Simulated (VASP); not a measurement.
Given:

```
CELL_PARAMETERS angstrom
      0.00000     3.14500     3.14500
      3.14500     0.00000     3.14500
      3.14500     3.14500     0.00000
ATOMIC_POSITIONS crystal
  K  0.00000 0.00000 0.00000
  Cl 0.50000 0.50000 0.50000
```

Calculation: PBE GGA, VASP's PBE PAW potentials (set 64) (plane waves; VASP). Run with 300 eV cut-off, 6×6×6 Γ-centred mesh, Fermi-Dirac smearing of 0.050 eV, potentials K_sv Cl.

### Question
Estimate the energy per atom (σ→0), band gap (on the k-mesh) with the smallest direct gap where there is one.

### Answer

The band gap (on the k-mesh) is 5.19 eV and the smallest direct gap (on the k-mesh) is 5.19 eV. The energy per atom (σ→0) is -3.401 eV/atom.

Only differences to runs with the same potentials and settings are physical.

The structure is a typed KCl crystal (Fm-3m). The cell was not relaxed at this level.
